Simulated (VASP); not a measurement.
Level of theory: AM05 GGA, VASP's PBE PAW potentials (set 64) (plane waves; VASP).

Input for VASP

**INCAR**
```
SYSTEM = Ru
PREC = Accurate
ENCUT = 520
EDIFF = 1E-7
NELM = 100
ALGO = Normal
LREAL = .FALSE.
LASPH = .TRUE.
ISMEAR = -5
GGA = AM
LMAXMIX = 4
LWAVE = .FALSE.
LCHARG = .TRUE.
LORBIT = 11
NEDOS = 601
ISIF = 2
```

POSCAR:
```
Ru
1.0
  1.3429965704  -2.3261384460   0.0000000000
  1.3429965704   2.3261384460   0.0000000000
  0.0000000000   0.0000000000   4.2369958776
Ru
2
Direct
  0.3333330000   0.6666670000   0.2500000000
  0.6666670000   0.3333330000   0.7500000000
```

**KPOINTS**
```
K-points
0
G
  17 17 10
0 0 0
```

POTCAR, in this order: Ru_pv (PBE.64 set). Program: vasp_std.

The resulting files:

File OSZICAR:
```
       N       E                     dE             d eps       ncg     rms          rms(c)
DAV:   1     0.286439577551E+03    0.28644E+03   -0.18064E+04  7136   0.174E+03
DAV:   2    -0.145262336254E+02   -0.30097E+03   -0.29524E+03  7502   0.498E+02
DAV:   3    -0.213021415019E+02   -0.67759E+01   -0.66096E+01  7492   0.800E+01
DAV:   4    -0.213703232782E+02   -0.68182E-01   -0.67216E-01  8696   0.705E+00
DAV:   5    -0.213713608441E+02   -0.10376E-02   -0.10374E-02  7562   0.795E-01    0.203E+01
DAV:   6    -0.199280108140E+02    0.14434E+01   -0.37944E+00  7206   0.205E+01    0.526E+00
DAV:   7    -0.198196591534E+02    0.10835E+00   -0.32869E-01  7330   0.545E+00    0.109E+00
DAV:   8    -0.198089415427E+02    0.10718E-01   -0.70099E-03  7292   0.102E+00    0.268E-01
DAV:   9    -0.198084478580E+02    0.49368E-03   -0.94725E-04  8936   0.354E-01    0.412E-02
DAV:  10    -0.198084678145E+02   -0.19956E-04   -0.26343E-05  7834   0.507E-02    0.973E-03
DAV:  11    -0.198084721566E+02   -0.43420E-05   -0.19479E-06  8158   0.128E-02    0.326E-03
DAV:  12    -0.198084716585E+02    0.49802E-06   -0.82122E-08  4420   0.227E-03    0.687E-04
DAV:  13    -0.198084715715E+02    0.86994E-07   -0.25123E-08  3684   0.153E-03
   1 F= -.19808472E+02 E0= -.19808472E+02  d E =0.000000E+00
```

File OUTCAR:
```
------------------------ aborting loop because EDIFF is reached ----------------------------------------
  FORCE on cell =-STRESS in cart. coord.  units (eV):
  Direction    XX          YY          ZZ          XY          YZ          ZX
  --------------------------------------------------------------------------------------
  Total       -0.0346836     -0.0346836      0.0306235     -0.0000000     -0.0000000      0.0000000
  in kB       -2.0991130     -2.0991133      1.8533888     -0.0000000     -0.0000000      0.0000000
  external PRESSURE =      -0.7816125 kB  Pullay stress =       0.0000000 kB
  volume of cell :       26.47
      direct lattice vectors                 reciprocal lattice vectors
     1.342996570 -2.326138446  0.000000000     0.372301770 -0.214948513  0.000000000
     1.342996570  2.326138446  0.000000000     0.372301770  0.214948513  0.000000000
     0.000000000  0.000000000  4.236995878     0.000000000  0.000000000  0.236016279
 POSITION                                       TOTAL-FORCE (eV/Angst)
 -----------------------------------------------------------------------------------
      1.34300      0.77538      1.05925        -0.000000     -0.000000      0.000000
      1.34300     -0.77538      3.17775         0.000000      0.000000      0.000000
 -----------------------------------------------------------------------------------
    total drift:                               -0.000012      0.000495     -0.000045
  FREE ENERGIE OF THE ION-ELECTRON SYSTEM (eV)
  ---------------------------------------------------
  free  energy   TOTEN  =       -19.8084715715 eV

  energy  without entropy=      -19.8084715715  energy(sigma->0) =      -19.80847157

 total charge

# of ion       s       p       d       tot
------------------------------------------
    1        0.412   6.336   5.962  12.710
    2        0.412   6.336   5.962  12.710
--------------------------------------------------
tot          0.824  12.671  11.924  25.420
```
(Selected blocks of OUTCAR.)

For a metal the tetrahedron method with Blöchl corrections gives inexact stress and forces.

The compound is Ru in the hcp structure. It was relaxed first.
